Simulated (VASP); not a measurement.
Given:

```
CELL_PARAMETERS angstrom
      0.00000     3.14733     3.14733
      3.14733     0.00000     3.14733
      3.14733     3.14733     0.00000
ATOMIC_POSITIONS crystal
  Ga 0.00000 0.00000 0.00000
  Sb 0.25000 0.25000 0.25000
```

Level of theory: PBE GGA with D3 dispersion (zero damping), VASP's PBE PAW potentials (set 64) (plane waves; VASP). Settings: 520 eV cut-off, 10×10×10 Γ-centred mesh, first-order Methfessel-Paxton smearing of 0.10 eV, potentials Ga_d Sb.

**Question.** Give the stress tensor in GPa (positive for a compressed cell).

**Answer.** 
```
-2.53   0.00   0.00
 0.00  -2.53   0.00
 0.00   0.00  -2.53
```
The pressure is its mean diagonal, -2.53 GPa.

The compound is GaSb in the zinc blende structure. This cell is one point of a volume scan, at 1.06 of the reference volume.
